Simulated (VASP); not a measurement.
Output of a VASP run:

OSZICAR:
```
       N       E                     dE             d eps       ncg     rms          rms(c)
DAV:   1     0.476146015018E+02    0.47615E+02   -0.50714E+03   630   0.120E+03
DAV:   2    -0.525342674430E+01   -0.52868E+02   -0.50894E+02   855   0.173E+02
DAV:   3    -0.721928720526E+01   -0.19659E+01   -0.19629E+01   761   0.406E+01
DAV:   4    -0.727488867679E+01   -0.55601E-01   -0.55549E-01   992   0.635E+00
DAV:   5    -0.727558433101E+01   -0.69565E-03   -0.69560E-03   823   0.618E-01    0.279E+00
DAV:   6    -0.721689377176E+01    0.58691E-01   -0.13044E-01   693   0.222E+00    0.199E+00
DAV:   7    -0.721680354936E+01    0.90222E-04   -0.55033E-02   908   0.161E+00    0.983E-01
DAV:   8    -0.721975678744E+01   -0.29532E-02   -0.79450E-03   712   0.757E-01    0.141E-01
DAV:   9    -0.721973696025E+01    0.19827E-04   -0.28341E-04   879   0.140E-01    0.352E-02
DAV:  10    -0.721977202368E+01   -0.35063E-04   -0.65771E-05   714   0.815E-02    0.152E-02
DAV:  11    -0.721977573600E+01   -0.37123E-05   -0.38620E-06   929   0.205E-02    0.101E-02
DAV:  12    -0.721977618536E+01   -0.44936E-06   -0.67719E-07   487   0.752E-03
   1 F= -.54834538E+01 E0= -.54834538E+01  d E =-.548345E+01
```

OUTCAR:
```
------------------------ aborting loop because EDIFF is reached ----------------------------------------
  FORCE on cell =-STRESS in cart. coord.  units (eV):
  Direction    XX          YY          ZZ          XY          YZ          ZX
  --------------------------------------------------------------------------------------
  Total        1.7300263      1.7300263      1.7300263     -0.0000000     -0.0000000      0.0000000
  in kB       99.6373893     99.6373893     99.6373893     -0.0000000     -0.0000000      0.0000000
  external PRESSURE =      -0.3626107 kB  Pullay stress =     100.0000000 kB
  volume of cell :       27.82
      direct lattice vectors                 reciprocal lattice vectors
     0.000000000  2.404936711  2.404936711    -0.207905679  0.207905679  0.207905679
     2.404936711  0.000000000  2.404936711     0.207905679 -0.207905679  0.207905679
     2.404936711  2.404936711  0.000000000     0.207905679  0.207905679 -0.207905679
  FREE ENERGIE OF THE ION-ELECTRON SYSTEM (eV)
  ---------------------------------------------------
  free  energy   TOTEN  =        -7.2197761854 eV

  energy  without entropy=       -7.2197761854  energy(sigma->0) =       -7.21977619
  enthalpy is  TOTEN    =        -5.4834537821 eV   P V=        1.7363224032

 reached required accuracy - stopping structural energy minimisation
```
(Selected blocks of OUTCAR.)

File POSCAR:
```
LiCl
1
    0.0000000000     2.4049367111     2.4049367111
    2.4049367111    -0.0000000000     2.4049367111
    2.4049367111     2.4049367111     0.0000000000
Li Cl
1 1
Direct
  0.0000000000   0.0000000000   0.0000000000
  0.5000000000   0.5000000000   0.5000000000
```

Problem. Write an INCAR and KPOINTS that could have produced this output.

Solution. This is not unique; one that fits is the input of the run itself, PBE GGA, plane waves, VASP's PBE PAW potentials (set 64).

**KPOINTS**
```
K-points
0
gamma
 9 9 9
```

INCAR:
```
! general
SYSTEM =LiCl
PREC   =Accurate
ENCUT  =620
LREAL  =F   ! projection in real space or not
LASPH  =T   ! aspherical one-centre terms

! electronic loop
EDIFF  =1E-6
NELM   =100   ! most electronic steps
ALGO   =Normal

! smearing
ISMEAR =0   ! Gaussian
SIGMA  =0.05   ! width (eV)

! functional
GGA    =PE   ! PBE

! ions
IBRION =2
NSW    =40   ! most ionic steps
ISIF   =3
EDIFFG =-0.02
PSTRESS=100   ! kbar

! output
LWAVE  =F
LCHARG =F
```

POTCAR, in this order: Li_sv Cl (PBE.64 set). Program: vasp_std.

The compound is LiCl in the rock salt structure. It was relaxed first under an external pressure of 10 GPa.
